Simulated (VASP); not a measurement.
An input for Quantum ESPRESSO's pw.x (written as the equivalent of a VASP run, and not itself run):

```
&CONTROL
  calculation = 'vc-relax'
  pseudo_dir = './pseudo'
  outdir = './out'
  tprnfor = .true.
  tstress = .true.
  nstep = 40
  forc_conv_thr = 0.00078
/
&SYSTEM
  ibrav = 0
  nat = 1
  ntyp = 1
  ecutwfc = 68
  occupations = 'smearing'
  smearing = 'methfessel-paxton'
  degauss = 0.00735
  input_dft = 'pbe'
/
&ELECTRONS
  conv_thr = 7.3e-08
  electron_maxstep = 100
/
&IONS
/
&CELL
  press = 100
/
ATOMIC_SPECIES
  Ca 40.078 Ca.upf
CELL_PARAMETERS angstrom
    -0.0000000    2.4654852    2.4654852
     2.4654852   -0.0000000    2.4654852
     2.4654852    2.4654852   -0.0000000
ATOMIC_POSITIONS crystal
  Ca   0.0000000  0.0000000  0.0000000
K_POINTS automatic
  13 13 13 0 0 0
```

**Question.** Translate this input to VASP (INCAR, KPOINTS, POSCAR, choice of POTCAR).

**Answer.** This is not unique; one that fits is 
**POSCAR**
```
Ca
1
   -0.0000000000     2.4654851757     2.4654851757
    2.4654851757    -0.0000000000     2.4654851757
    2.4654851757     2.4654851757    -0.0000000000
Ca
1
Direct
  0.0000000000   0.0000000000   0.0000000000
```

**INCAR**
```
! general
SYSTEM   =  Ca
PREC     =  Accurate
ENCUT    =  500
LREAL    =  F
LASPH    =  T

! electronic loop
EDIFF    =  1E-6
NELM     =  100
ALGO     =  Normal

! smearing
ISMEAR   =  1
SIGMA    =  0.1

! functional
GGA      =  PE

! ions
IBRION   =  2
NSW      =  40
ISIF     =  3
EDIFFG   =  -0.02
PSTRESS  =  100

! output
LWAVE    =  F
LCHARG   =  F
```

KPOINTS:
```
Automatic mesh
0
Gamma
13 13 13
0 0 0
```

POTCAR, in this order: Ca_sv (PBE.64 set). Program: vasp_std.

Limits of the translation: the potentials are each code's own (VASP's PAW set, PseudoDojo norm-conserving files in pw.x), so ENCUT and ecutwfc are chosen apart and not converted; conv_thr bounds pw.x's estimated SCF error, while EDIFF bounds the energy change between steps; forc_conv_thr acts on force components and is met together with etot_conv_thr.

The compound is Ca in the fcc structure. It was relaxed first under an external pressure of 10 GPa.
